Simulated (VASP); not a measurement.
## LaPd$_{2}$P$_{2}$ (space group I4/mmm): computed properties

The numbers are results of PBEsol GGA, VASP's PBE PAW potentials (set 64) (plane waves; VASP), not measurements.

```json
{
 "space_group": "I4/mmm (139)",
 "cell": "a = 4.1564 Å, b = 4.1564 Å, c = 9.8735 Å, α = 90.00°, β = 90.00°, γ = 90.00°",
 "volume_per_atom": "17.06 Å^3/atom",
 "band gap (over mesh and band path)": "none (metal, semimetal or under 0.01 eV)",
 "band_gap_with_spin_orbit_coupling": "none (metallic)",
 "density": "8.05 g/cm³"
}
```

LaPd2P2 has the tetragonal space group I4/mmm (No. 139), Pearson symbol tI10. Cell: a = b = 4.1564 Å, c = 9.8735 Å, α = β = γ = 90.00°. La on 2a is coordinated by 8 P at 3.148 Å and 2 P at 3.810 Å and 8 Pd at 3.227 Å. P on 4e sees 1 P at 2.254 Å and 4 Pd at 2.474 Å and 4 La at 3.148 Å and 1 La at 3.810 Å. Pd on 4d sees 4 P at 2.474 Å and 4 Pd at 2.939 Å and 4 La at 3.227 Å. (Neighbours: up to the widest gap in distance over summed covalent radii, below 1.35, at either atom; cation-cation and far metal-metal contacts left out.)
(The calculation used a cell of 5 atoms; values per cell refer to that cell.)

The structure comes from a computed database's LaPd2P2 entry (I4/mmm); how it stands against other phases isn't given here. It was relaxed first. Symmetry was kept, so distortions that lower it aren't found. The electron count is odd and the run is not spin-polarised, which forces a metal.
